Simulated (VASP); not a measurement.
OSZICAR of a VASP run on WSe₂ (2H layered):

File OSZICAR:
```
       N       E                     dE             d eps       ncg     rms          rms(c)
DAV:   1     0.465898621271E+03    0.46590E+03   -0.17742E+04  9096   0.449E+02
DAV:   2    -0.173922687422E+02   -0.48329E+03   -0.45614E+03  9936   0.171E+02
DAV:   3    -0.482288774864E+02   -0.30837E+02   -0.30049E+02 10489   0.477E+01
DAV:   4    -0.485137098905E+02   -0.28483E+00   -0.28464E+00 10200   0.443E+00
DAV:   5    -0.485154470512E+02   -0.17372E-02   -0.17370E-02 10400   0.334E-01    0.312E+01
DAV:   6    -0.469759832844E+02    0.15395E+01   -0.11193E+00 10257   0.586E+00    0.116E+01
DAV:   7    -0.467648681612E+02    0.21112E+00   -0.67179E-01  9551   0.289E+00    0.625E+00
DAV:   8    -0.465518196410E+02    0.21305E+00   -0.19114E-01  9644   0.193E+00    0.716E-01
DAV:   9    -0.465494320559E+02    0.23876E-02   -0.27718E-02 10025   0.470E-01    0.319E-01
DAV:  10    -0.465495720126E+02   -0.13996E-03   -0.87319E-04 10289   0.706E-02    0.144E-01
DAV:  11    -0.465495379807E+02    0.34032E-04   -0.10523E-04 10185   0.418E-02    0.532E-02
DAV:  12    -0.465495573837E+02   -0.19403E-04   -0.22936E-05 10027   0.150E-02    0.193E-02
DAV:  13    -0.465495570769E+02    0.30683E-06   -0.27511E-06 10235   0.608E-03    0.100E-02
DAV:  14    -0.465495575596E+02   -0.48266E-06   -0.72442E-07  9441   0.200E-03    0.206E-03
DAV:  15    -0.465495576133E+02   -0.53675E-07   -0.18182E-08  8392   0.410E-04
   1 F= -.46549558E+02 E0= -.46549558E+02  d E =-.240992E-38
 imaginary and real dielectric function
```

Question: Which electronic solver shows in the log?

Answer: It is blocked Davidson (ALGO = Normal, or the opening steps of other solvers). The INCAR had ALGO = Normal.

Question: Can the final energy be trusted as converged?

Answer: The run converged. It stopped with EDIFF = 1E-7, NELM = 100 (PBEsol GGA, plane waves, VASP's PBE PAW potentials (set 64)). The dielectric response may not be converged in the k-mesh; for small gaps it tends to come out too large. Without a dispersion term in the relaxation, distances and binding between the weakly bound layers, chains or molecules are unreliable, and so is what depends on them.

The compound is WSe2 in the 2H layered structure. It was relaxed first.
